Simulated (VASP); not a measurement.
OSZICAR of a VASP run on KBr (rock salt):

File OSZICAR:
```
       N       E                     dE             d eps       ncg     rms          rms(c)
DAV:   1     0.104192242605E+03    0.10419E+03   -0.69243E+03   696   0.116E+03
DAV:   2    -0.761571319208E-01   -0.10427E+03   -0.97251E+02   876   0.269E+02
DAV:   3    -0.616862578553E+01   -0.60925E+01   -0.60642E+01   888   0.611E+01
DAV:   4    -0.639062037997E+01   -0.22199E+00   -0.22178E+00  1196   0.973E+00
DAV:   5    -0.639175552839E+01   -0.11351E-02   -0.11351E-02   896   0.780E-01    0.307E+00
DAV:   6    -0.621851060190E+01    0.17324E+00   -0.28660E-01   832   0.279E+00    0.224E+00
DAV:   7    -0.620689892297E+01    0.11612E-01   -0.13630E-01   888   0.217E+00    0.104E+00
DAV:   8    -0.621631632105E+01   -0.94174E-02   -0.15781E-02   920   0.106E+00    0.129E-01
DAV:   9    -0.621692519516E+01   -0.60887E-03   -0.66898E-04   920   0.178E-01    0.826E-02
DAV:  10    -0.621740436000E+01   -0.47916E-03   -0.56237E-04   800   0.170E-01    0.173E-02
DAV:  11    -0.621740931960E+01   -0.49596E-05   -0.17798E-05   980   0.276E-02    0.443E-03
DAV:  12    -0.621741199891E+01   -0.26793E-05   -0.40562E-06   828   0.168E-02    0.531E-03
DAV:  13    -0.621741215544E+01   -0.15653E-06   -0.37829E-07   936   0.361E-03    0.805E-04
DAV:  14    -0.621741226020E+01   -0.10476E-06   -0.13862E-07   812   0.271E-03    0.544E-04
DAV:  15    -0.621741225674E+01    0.34597E-08   -0.38052E-09   580   0.464E-04
   1 F= -.64589731E+01 E0= -.64589731E+01  d E =0.000000E+00
```

Q: Which electronic solver shows in the log?

A: It is blocked Davidson (ALGO = Normal, or the opening steps of other solvers). The INCAR had ALGO = Normal.

Q: Can the final energy be trusted as converged?

A: The calculation finished and met its thresholds. It stopped with EDIFF = 1E-7, NELM = 100 (PBE GGA with D4 dispersion, plane waves, VASP's PBE PAW potentials (set 64)).

The compound is KBr in the rock salt structure. It was relaxed first.
